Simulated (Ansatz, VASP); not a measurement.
**PtSe2 (1T-PtSe2 monolayer): VASP beside Ansatz**

Wanted: the spread between two codes on one cell, functional and k mesh. The cell is taken from a series of runs on this material, whose earlier steps may have relaxed, scaled, displaced or heated it; both programs get it as it stands.

Method: plane waves, with VASP 6.6.1 beside it; PBE with D3(BJ), in Ansatz 0.2.0.

## (1) The structure

The cell holds 3 atoms: 2 Se and 1 Pt. Its edges and angles: a = 3.706 Å, b = 3.706 Å, c = 20.649 Å, α = 90.0°, β = 90.0°, γ = 120.0°. Vacuum lies along c.

## (2) VASP: single point, PBE with D3(BJ)

With cell and atoms fixed, the geometry can't cause a difference; cores, projectors, grids and the points listed under the comparison can.

Lines of VASP's logs that name or quote its potential files are left out, and so is its time.

File INCAR:

```
SYSTEM = PtSe2
PREC = Accurate
ENCUT = 400
EDIFF = 1E-06
NELM = 120
ISMEAR = -1
SIGMA = 0.02585
LREAL = .FALSE.
ALGO = Normal
GGA = PE
IVDW = 12
NBANDS = 17
LASPH = .TRUE.
LORBIT = 11
LWAVE = .FALSE.
LCHARG = .FALSE.
ISIF = 2
LDIPOL = .TRUE.
IDIPOL = 3
DIPOL = 0.5 0.5 0.5
LVHAR = .TRUE.
GGA_COMPAT = .FALSE.
EFERMI = MIDGAP
NELMDL = -8
```

File POSCAR:

```
PtSe2
1.0
    3.7064739404      0.0000000000      0.0000000000
   -1.8532369702      3.2099005909      0.0000000000
    0.0000000000      0.0000000000     20.6494548003
Se Pt
2 1
Direct
    0.6666666667      0.3333333333      0.4358468583
    0.3333333333      0.6666666667      0.5641531417
    0.0000000000      0.0000000000      0.5000000000
```

File KPOINTS:

```
Automatic mesh
0
Gamma
12 12 1
0 0 0
```

The projector-augmented-wave data sets are Se and Pt (PBE family, release 64).

Run with:

```bash
> mpirun -np 1 vasp_std
```

Numbers of over 12 decimals in the logs are rounded to 6 here.

The program printed:

```text
[banner, memory and clock lines left out]
running    1 mpi-ranks, on    1 nodes
 distrk:  each k-point on    1 cores,    1 groups
 distr:  one band on    1 cores,    1 groups

 POSCAR found type information on POSCAR SePt
 POSCAR found :  2 types and       3 ions
 LDA part: xc-table for (Slater+PW92), standard interpolation
 POSCAR, INCAR and KPOINTS ok, starting setup
 FFT: planning ... GRIDC
 FFT: planning ... GRID_SOFT
 FFT: planning ... GRID
 WAVECAR not read
 entering main loop
       N       E                     dE             d eps       ncg     rms          rms(c)
DAV:   1     0.147206268067E+03    0.14721E+03   -0.67272E+03   646   0.782E+02
DAV:   2    -0.106856998153E+01   -0.14827E+03   -0.14018E+03   914   0.166E+02
DAV:   3    -0.149140061348E+02   -0.13845E+02   -0.13773E+02   828   0.609E+01
DAV:   4    -0.151340276371E+02   -0.22002E+00   -0.21975E+00   839   0.870E+00
DAV:   5    -0.151377744547E+02   -0.37468E-02   -0.37463E-02   842   0.109E+00
DAV:   6    -0.151379065789E+02   -0.13212E-03   -0.13212E-03   935   0.192E-01
DAV:   7    -0.151379110374E+02   -0.44585E-05   -0.44584E-05   912   0.304E-02
DAV:   8    -0.151379111551E+02   -0.11777E-06   -0.11772E-06   790   0.424E-03    0.123E+01
DAV:   9    -0.144916751576E+02    0.64624E+00   -0.47421E+00   712   0.199E+01    0.685E+00
DAV:  10    -0.143364963901E+02    0.15518E+00   -0.13486E+00   728   0.112E+01    0.319E+00
DAV:  11    -0.142894546426E+02    0.47042E-01   -0.99443E-02   785   0.310E+00    0.703E-01
DAV:  12    -0.142864270728E+02    0.30276E-02   -0.25362E-02   867   0.131E+00    0.206E-01
DAV:  13    -0.142865441598E+02   -0.11709E-03   -0.12554E-03   736   0.242E-01    0.186E-01
DAV:  14    -0.142868222245E+02   -0.27806E-03   -0.32756E-04   796   0.165E-01    0.154E-01
[...]
DAV:  18    -0.142867012148E+02   -0.15767E-04   -0.27992E-05   703   0.304E-02    0.119E-02
DAV:  19    -0.142867365864E+02   -0.35372E-04   -0.50738E-05   774   0.339E-02    0.306E-02
DAV:  20    -0.142867561438E+02   -0.19557E-04   -0.15344E-06   668   0.585E-03    0.267E-02
DAV:  21    -0.142867681128E+02   -0.11969E-04   -0.17893E-05   820   0.203E-02    0.518E-03
DAV:  22    -0.142867719506E+02   -0.38379E-05   -0.36988E-07   669   0.345E-03    0.212E-03
DAV:  23    -0.142867754519E+02   -0.35013E-05   -0.14525E-07   648   0.184E-03    0.133E-03
DAV:  24    -0.142867774367E+02   -0.19848E-05   -0.89707E-08   621   0.105E-03    0.674E-04
DAV:  25    -0.142867778077E+02   -0.37102E-06   -0.57207E-08   670   0.108E-03
   1 F= -.15183701E+02 E0= -.15183701E+02  d E =-.508847E-12
```

From OUTCAR (step 2):

```text
ion  position               nearest neighbor table
   1  0.667  0.333  0.436-   3 2.52   3 2.52   3 2.52
   2  0.333  0.667  0.564-   3 2.52   3 2.52   3 2.52
   3  0.000  0.000  0.500-   1 2.52   2 2.52   1 2.52   2 2.52   1 2.52   2 2.52

  LATTYP: Found a hexagonal cell.
 ALAT       =     3.7064739404
 C/A-ratio  =     5.5711857502

 Subroutine GETGRP returns: Found 12 space group operations
 (whereof 12 operations were pure point group operations)

The static configuration has the point symmetry D_3d.

 Found     19 irreducible k-points:

   k-points           NKPTS =     19   k-points in BZ     NKDIM =     19   number of bands    NBANDS=     17

   dimension x,y,z NGX =    24 NGY =   24 NGZ =  140
   dimension x,y,z NGXF=    48 NGYF=   48 NGZF=  280

   ENCUT  =  400.0 eV  29.40 Ry    5.42 a.u.   6.04  6.04 33.67*2*pi/ulx,y,z

   NELECT =      22.0000    total number of electrons

 k-points in reciprocal lattice and weights: Automatic mesh
   0.00000000  0.00000000  0.00000000       0.007
   0.08333333 -0.00000000  0.00000000       0.042
   0.16666667 -0.00000000  0.00000000       0.042
   0.25000000  0.00000000  0.00000000       0.042
   0.33333333 -0.00000000  0.00000000       0.042
   0.41666667 -0.00000000  0.00000000       0.042
   0.50000000  0.00000000  0.00000000       0.021
   0.08333333  0.08333333  0.00000000       0.042
   0.16666667  0.08333333  0.00000000       0.083
[...]
0.33333333  0.25000000  0.00000000       0.083
   0.33333333  0.33333333  0.00000000       0.014

 dipolmoment           0.000000      0.000000     -0.000000 electrons x Angstroem

 average (electrostatic) potential at core
       1 -61.0015       2 -61.0015       3 -77.0544

 E-fermi :  -2.2180

 k-point     1 :       0.0000    0.0000    0.0000
  band No.  band energies     occupation
    ...
      7      -5.7869      2.00000
      8      -4.2124      2.00000
      9      -3.5834      2.00000
     10      -2.9057      2.00000
     11      -2.9057      2.00000
     12       0.0533      0.00000
     13       0.0533      0.00000
     14       1.5987      0.00000
     15       2.3180      0.00000
     16       2.6947      0.00000
    ...

 k-point     2 :       0.0833   -0.0000    0.0000
  band No.  band energies     occupation
    ...
      7      -5.8413      2.00000
      8      -4.4511      2.00000
      9      -3.4518      2.00000
     10      -2.9682      2.00000
     11      -2.9021      2.00000
     12      -0.4468      0.00000
     13      -0.0608      0.00000
     14       1.8554      0.00000
     15       2.4464      0.00000
     16       2.9116      0.00000
    ...

 k-point     3 :       0.1667   -0.0000    0.0000
  band No.  band energies     occupation
    ...
      7      -5.9517      2.00000
      8      -4.8995      2.00000
      9      -3.1966      2.00000
     10      -3.1124      2.00000
     11      -2.9738      2.00000
     12      -1.2787      0.00000
     13      -0.2676      0.00000
     14       2.3924      0.00000
     15       2.7313      0.00000
     16       3.2834      0.00000
    ...

 Edisp (eV)   -0.89692

  Total      -0.02353    -0.02353    -0.02953    -0.00000    -0.00000     0.00000
  in kB      -0.15344    -0.15344    -0.19255    -0.00000    -0.00000     0.00000
  external pressure =       -0.17 kB  Pullay stress =        0.00 kB

  energy-cutoff  :      400.00
  volume of cell :      245.68
      direct lattice vectors                 reciprocal lattice vectors
     3.706473940  0.000000000  0.000000000     0.269798201  0.155768064  0.000000000
    -1.853236970  3.209900591  0.000000000     0.000000000  0.311536128  0.000000000
     0.000000000  0.000000000 20.649454800     0.000000000  0.000000000  0.048427429

 POSITION                                       TOTAL-FORCE (eV/Angst)
 -----------------------------------------------------------------------------------
      1.85324      1.06997      9.00000        -0.000000      0.000000     -0.001184
     -0.00000      2.13993     11.64945         0.000000     -0.000000      0.001184
      0.00000      0.00000     10.32473         0.000000      0.000000      0.000000
 -----------------------------------------------------------------------------------
    total drift:                                0.000000      0.000000      0.000000

  FREE ENERGIE OF THE ION-ELECTRON SYSTEM (eV)
  ---------------------------------------------------
  free  energy   TOTEN  =       -15.1837010242 eV

  energy  without entropy=      -15.1837010242  energy(sigma->0) =      -15.18370102

 vacuum level on the upper side and lower side of the slab         2.748         2.748

 total charge
# of ion       s       p       d       tot
------------------------------------------
    1        1.477   2.250   0.056   3.784
    2        1.477   2.250   0.056   3.784
    3        0.677   0.699   7.996   9.372
--------------------------------------------------
tot          3.630   5.200   8.109  16.939

[... 3 further parts left out ...]
```

## (3) Ansatz: single point, PBE with D3(BJ)

Ansatz runs on its default PAW (the set named soft_2) files.

The same cell, functional, mesh and smearing now go to Ansatz, which takes its cutoff from its data sets.

File input.yaml:

```yaml
crystal:
  lattice:
    - [3.7064739404, 0.0, 0.0]
    - [-1.8532369702, 3.2099005909, 0.0]
    - [0.0, 0.0, 20.6494548003]
  atoms:
    - { symbol: Se, position: [0.6666666667, 0.3333333333, 0.4358468583] }
    - { symbol: Pt, position: [0.0, 0.0, 0.5] }
    - { symbol: Se, position: [0.3333333333, 0.6666666667, 0.5641531417] }
kpoints:
  mp_grid: { grid: [12, 12, 1] }
  band_path:
    path: [[0, 0, 0], [0.5, 0, 0], [0.33333333, 0.33333333, 0], [0, 0, 0]]
    npoints: 16
hamiltonian:
  xc: pbe
  dispersion: d3bj
scf:
  occupations: { method: fermi_dirac, width: 0.02585 }
  convergence: { dr2_threshold: 1.0e-10 }
efield:
  axis: 3
  dipole_correction: true
  ramp_position: 0.97
  ramp_width: 0.06
  amplitude: 0
output:
  dos: { projected: true, e_range: [-6, 5] }
  write_potential: true
  write_density: true
  volumetric_format: npy
  elf: true
```

Run with:

```bash
> ansatz run input.yaml --threads 2 --pin off --max-ram 3072MiB --backend cpu --events-out ev --progress --plain --runs-dir out
```

The program printed:

```text
Engine: ansatz 0.2.0, aarch64-unknown-linux-gnu
Pseudopotentials: kind: paw
Pseudopotential: Se, paw, valence charge 16, recommended cutoff 420 eV (normal), Se.paw.azcp
Pseudopotential: Pt, paw, valence charge 18, recommended cutoff 420 eV (normal), Pt.paw.azcp
Functional definition: PBE
  parameter kappa = 0.804
  parameter beta = 0.066725
  exchange = pbe_x(kappa = kappa, mu = beta*pi^2/3)
  correlation = pbe_c(beta = beta)
Crystal: 3 atoms, lattice volume = 245.675 Å³
Basis set: ecut = 420 eV, 4821 PW (Γ)
Bands: 30, of which v1, the nominal top of the filled ones, is band 25 counted from 1 (24 counted from 0)
Symmetry: 6 space group operations
k-points: 19 of 144 (time reversal used)
Non-local potential: Se, projectors of the file, l = 0: 2, l = 1: 2, l = 2: 3, l = 3: 1
Non-local potential: Pt, projectors of the file, l = 0: 3, l = 1: 2, l = 2: 2, l = 3: 1
PAW form: soft (Blöchl's): semilocal exchange-correlation on the pseudo side does not see the compensation charge
PAW one-centre angular grid: Se, 590 points (default); XC on 64 Gauss nodes
PAW one-centre angular grid: Pt, 590 points (default); XC on 64 Gauss nodes
Initial density: superposition of atomic densities (neutral atoms: chi_scale 0, normalization atom), corrected by the library's trained network
Initial wavefunctions: pseudopotential atomic-orbital guess
Functional: x = pbe(κ = 0.804, μ = 0.219515), c = pbe(β = 0.066725)
SCF iter   1: F=—  HF=-23463.248169 eV  |F-HF|=—  |Δ(HF+E_count)|=         —  Δρ=1.64e-3  dr2=7.13e-3  ethr=1.77e-3  p=-0.000 e·Å  D=-5.25e-14 V/Å  ΔV_dip=0.00 eV  dr2_dipole=1.72e-10  V_vac-E_F(+/−)=4.95/4.95 eV  ⟨swp⟩=9.0  Hψ=2713  notcnv=0
efield: sawtooth ramp at fractional position 0.9700 (set: `efield.ramp_position`, or a place that a band, a saddle search or an elastic batch's reference lends), width 0.0600; the density the first Hamiltonian is built on has a dipole p = -0.000 e·Å; the dipole correction subtracts the counter field D = -5.25e-14 V/Å, which shifts the + side's vacuum level by +0.00 eV against the − side's; the planar-averaged density in the ramp window peaks in size at 1.2e-5 e/Å³
preconditioner: auto → Resta (q_TF=auto, 2.092 Å⁻¹)  ε∞=2.4  [insulator: Δε(μ)=1.385 eV  Ē_g=9.348 eV  σ=0.026 eV  W_gap=1.00  n_scr=42 (ndim 8)  ℏωp=11.1 eV  f_vac=0.712  D(μ)=0.00/eV (n_scr^D=0)  ε∞_Penn≈2.4  vacuum switching on, ρ_ref=6.3e-3 e/Å³]
SCF iter   2: F=—  HF=-23463.247899 eV  |F-HF|=—  |Δ(HF+E_count)|=   2.70e-4  Δρ=9.70e-4  dr2=3.94e-3  ethr=1.43e-5  p=-0.000 e·Å  D=-1.52e-6 V/Å  ΔV_dip=0.00 eV  dr2_dipole=1.12e-8  V_vac-E_F(+/−)=4.98/4.98 eV  ⟨swp⟩=2.8  Hψ=1208  notcnv=0  defer=18
SCF iter   3: F=—  HF=-23463.247424 eV  |F-HF|=—  |Δ(HF+E_count)|=   4.75e-4  Δρ=4.77e-4  dr2=3.18e-4  ethr=7.87e-6  p=0.000 e·Å  D=1.33e-5 V/Å  ΔV_dip=-0.00 eV  dr2_dipole=9.19e-9  V_vac-E_F(+/−)=4.96/4.96 eV  ⟨swp⟩=2.0  Hψ=756  notcnv=0  defer=18
SCF iter   4: F=—  HF=-23463.247621 eV  |F-HF|=—  |Δ(HF+E_count)|=   1.97e-4  Δρ=7.87e-5  dr2=2.14e-5  ethr=6.37e-7  p=-0.000 e·Å  D=-4.52e-5 V/Å  ΔV_dip=0.00 eV  dr2_dipole=2.61e-7  V_vac-E_F(+/−)=4.95/4.95 eV  ⟨swp⟩=2.3  Hψ=832  notcnv=0  defer=18
SCF iter   5: F=—  HF=-23463.247617 eV  |F-HF|=—  |Δ(HF+E_count)|=   3.85e-6  Δρ=3.61e-5  dr2=7.01e-6  ethr=4.28e-8  p=0.000 e·Å  D=7.60e-5 V/Å  ΔV_dip=-0.00 eV  dr2_dipole=8.12e-7  V_vac-E_F(+/−)=4.95/4.95 eV  ⟨swp⟩=2.0  Hψ=729  notcnv=0  defer=18
SCF iter   6: F=—  HF=-23463.247623 eV  |F-HF|=—  |Δ(HF+E_count)|=   5.75e-6  Δρ=3.71e-5  dr2=2.57e-5  ethr=1.40e-8  p=-0.000 e·Å  D=-2.06e-4 V/Å  ΔV_dip=0.00 eV  dr2_dipole=5.68e-6  V_vac-E_F(+/−)=4.95/4.95 eV  ⟨swp⟩=2.0  Hψ=727  notcnv=0  defer=18  recentre
SCF iter   7: F=—  HF=-23463.247614 eV  |F-HF|=—  |Δ(HF+E_count)|=   8.24e-6  Δρ=1.59e-5  dr2=1.49e-6  ethr=1.40e-8  p=0.000 e·Å  D=3.76e-5 V/Å  ΔV_dip=-0.00 eV  dr2_dipole=1.96e-7  V_vac-E_F(+/−)=4.95/4.95 eV  ⟨swp⟩=2.0  Hψ=685  notcnv=0  defer=18
SCF iter   8: F=—  HF=-23463.247705 eV  |F-HF|=—  |Δ(HF+E_count)|=   9.07e-5  Δρ=3.49e-6  dr2=5.38e-8  ethr=2.98e-9  p=0.000 e·Å  D=8.82e-6 V/Å  ΔV_dip=-0.00 eV  dr2_dipole=7.51e-9  V_vac-E_F(+/−)=4.95/4.95 eV  ⟨swp⟩=2.0  Hψ=734  notcnv=0  defer=18
SCF iter   9: F=—  HF=-23463.247705 eV  |F-HF|=—  |Δ(HF+E_count)|=   2.43e-8  Δρ=7.27e-7  dr2=3.15e-9  ethr=1.08e-10  p=0.000 e·Å  D=1.81e-6 V/Å  ΔV_dip=-0.00 eV  dr2_dipole=4.31e-10  V_vac-E_F(+/−)=4.95/4.95 eV  ⟨swp⟩=2.0  Hψ=761  notcnv=0  defer=18
SCF iter  10: F=-23463.247705 eV  HF=-23463.247705 eV  |F-HF|=7.28e-12  |Δ(HF+E_count)|=   1.57e-9  Δρ=1.09e-7  dr2=5.32e-11  ethr=1.00e-12  p=-0.000 e·Å  D=-9.15e-8 V/Å  ΔV_dip=0.00 eV  dr2_dipole=4.39e-12  V_vac-E_F(+/−)=4.95/4.95 eV  ⟨swp⟩=8.1  Hψ=2135  notcnv=0
SCF 1 converged in 10 iterations: F = -23463.247705 eV  dr2 = 5.32e-11
  greatest PAW one-centre occupation: 1.000 electrons in one spin orbital (limit 2), on the Pt atom at site 1 (counted from 0), in its partial waves of l = 0
NSCF: frozen V_eff on 49 k-points
efield: sawtooth ramp at fractional position 0.9700 (kept from the solve that this one continues, or follows in the run), width 0.0600; the density the first Hamiltonian is built on has a dipole p = -0.000 e·Å; the dipole correction subtracts the counter field D = -9.15e-8 V/Å, which shifts the + side's vacuum level by +0.00 eV against the − side's; the planar-averaged density in the ramp window peaks in size at 1.3e-5 e/Å³
WARN: The output density's exchange-correlation potential varies sharply where the density is thin. Do not read a vacuum level from v_tot or v_xc, or from such a field of the output density. On a cell that repeats whose density bears no net charge and no dipole along the vacuum's axis use v_es (v_loc + v_h of the components); under efield.dipole_correction with no amplitude use v_es + v_field, which holds any externa [...]
SCF converged after 10 iterations
Free energy (F): -23463.247705 eV
Harris-Foulkes:  -23463.247705 eV  (|F-HF|=7.28e-12)
Internal energy: -23463.247705 eV  (E = F + TS)
E sigma→0 (E₀):  -23463.247705 eV
Fermi energy:    -0.528436 eV
Dipole field:    D = 0.000002 V/Å  (p = 0.000003 e·Å, saw-weighted, corrected)
Work function:   Φ+ = 4.9534 eV   Φ− = 4.9535 eV
Levels:          The Fermi level and band energies are counted from a zero that moves with the ramp; work functions are not
--- Per-component energies (eV) ---
  E_band       = -1625.626705
  E_kinetic    = 873.346384
  E_local      = -49023.010851  (includes V_loc(G=0)·N_el)
  E_nonlocal   = -990.959279
  E_hartree    = 23933.299577
  E_xc         = -469.810413
  E_vxc        = -498.652927  (∫ρ·V_xc dr)
  E_paw        = -13277.691505  (= ΣΔE_a)
  E_vpaw       = 147.051485  (= ΣTr[D̂ρ^β])
  E_aug_tail   = -0.000983  (compensation charges beyond the density's cutoff)
  E_efield     = 0.000000  (sawtooth field / dipole correction)
  E_vefield    = 0.000000  (∫n·V_field dr)
  E_ewald      = 15492.476369
  E_disp       = -0.897004  (pairwise vdW)
  E_smearing   = -0.000000  (= −TS)
  E_closure    = -0.000000  (closes the sum)
  Σ components = -23463.247705   (vs F -23463.247705, Δ=0.00e0)
--- Band table (eV; the first three rows and the last of 19) ---
  k-point 0: bands = [... 21 lower, -2.5318, -1.9028, -1.2281, -1.2281, 1.7368, 1.7368, 3.2781, 4.0002, ... 1 higher]
  k-point 1: bands = [... 21 lower, -2.7712, -1.7715, -1.2888, -1.2240, 1.2368, 1.6227, 3.5346, 4.1271, ... 1 higher]
  k-point 2: bands = [... 21 lower, -3.2190, -1.5170, -1.4317, -1.2945, 0.4070, 1.4160, 4.0719, 4.4112, ... 1 higher]
  k-point 18: bands = [... 21 lower, -3.7614, -3.5380, -2.2096, -2.2096, 0.5485, 0.5485, 4.8191, 6.8835, ... 1 higher]
```

## (4) Differences

Known differences besides the potentials themselves: the data sets hold 50 valence electrons in Ansatz (on its default PAW (the set named soft_2) files) and 22 in VASP; the cutoff is 420 eV in Ansatz and 400 eV in VASP. Total energies have different zeros and are not compared.

The two programs side by side:

| quantity | Ansatz | VASP | difference |
| --- | --- | --- | --- |
| gap on the k mesh (eV) | 1.379 | 1.368 | +0.011 |

A gap on the mesh is an upper bound, since the band edges may lie between its points; neither run holds spin-orbit coupling, which can move the band edges of a compound of Pt. Where the cell holds vacuum, a pressure given here is an average over it and none of the material.

## (5) Summary of results

```yaml
difference_in_gap_on_the_k_mesh_single_point_pbe_with_d3_bj: 0.011 eV
```

The difference in gap on the k mesh is 0.011 eV (single point, PBE with D3(BJ)), within the 0.08 eV picked in this series as the mark of a large difference. The data sets hold unlike numbers of valence electrons (50 in Ansatz and 22 in VASP), so part of the differences may come from the potentials. Such differences can come from data sets, numerical settings and the points named under the comparisons, not from the functional's error against experiment.

[Lines on the potential files, build, host, timing and source positions are cut from VASP's logs without a mark.]

[Logs are printed without paths, hosts, clocks, repeated set-up lines and the standing remarks that a program may print on its own settings, such as how far it seeks lower states.]

[Hosts, paths, dates, database ids (printed as entryN), source tags and the programs' standing remarks are cut or masked in the printed files.]
